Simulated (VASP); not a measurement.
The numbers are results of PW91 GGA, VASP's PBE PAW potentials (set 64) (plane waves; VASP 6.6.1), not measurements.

A VASP calculation is set up with these files.

File KPOINTS:
```
K-points
0
G
 7 7 7
0 0 0
```

File POSCAR:
```
CeO2
1
    0.0000000000     2.7610131062     2.7610131062
    2.7610131062     0.0000000000     2.7610131062
    2.7610131062     2.7610131062     0.0000000000
Ce O
1 2
Direct
  0.0000000000   0.0000000000   0.0000000000
  0.2500000000   0.2500000000   0.2500000000
  0.7500000000   0.7500000000   0.7500000000
```

**INCAR**
```
# general
SYSTEM =CeO2
PREC   =Accurate
ENCUT  =520
LREAL  =F
LASPH  =T

# electronic loop
EDIFF  =1E-7
NELM   =100
ALGO   =Normal
LMAXMIX=6

# smearing
ISMEAR =0
SIGMA  =0.05

# functional
GGA    =91

# ions
ISIF   =2

# output
LWAVE  =F
LCHARG =F
```

POTCAR, in this order: Ce O (PBE.64 set). Program: vasp_std.

Question: What will the output report for the number of irreducible k-points (NKPTS), largest plane-wave count, number of space-group operations, FFT grid (NGX, NGY, NGZ)?

Answer: 
The number of irreducible k-points (NKPTS) is 20 and the largest plane-wave count comes out as 1154. The number of space-group operations comes out as 48 and the FFT grid (NGX, NGY, NGZ) is 30 × 30 × 30.

The compound is CeO2 in the fluorite structure. This cell is one point of a volume scan, at 1.03 of the reference volume. The run is not spin-polarised, so no magnetic state was tried.
